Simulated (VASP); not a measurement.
Crystal: NaCl.

```
Na Cl
1.0
     0.00000    2.80386    2.80386
     2.80386    0.00000    2.80386
     2.80386    2.80386    0.00000
Na Cl
1 1
Direct
  0.00000 0.00000 0.00000
  0.50000 0.50000 0.50000
```

Base run:

| Item | Value |
| --- | --- |
| Program | VASP 6.6.1 |
| Functional | PBE |
| Potentials or basis | VASP PAW PBE potentials, release 64 (Na_pv, Cl) |
| Cutoff | 520 eV |
| k mesh | 6 × 6 × 6 |
| Occupations | gaussian, width 0.03 eV |
| Spin | no spin polarisation |

Its results: band gap on the k mesh 5.17 eV, direct; pressure 1.2 GPa.

Task: The run is repeated on the same cell with these changes: functional from PBE to HSE06. What comes out?

Result: Band gap on the k mesh 6.57 eV, direct; pressure 0.7 GPa.

HSE06 gives the wider gap, since exact exchange removes part of the self-interaction.

Caveats: the PAW data sets were made with another functional, which shifts forces and pressure a little (some runs).
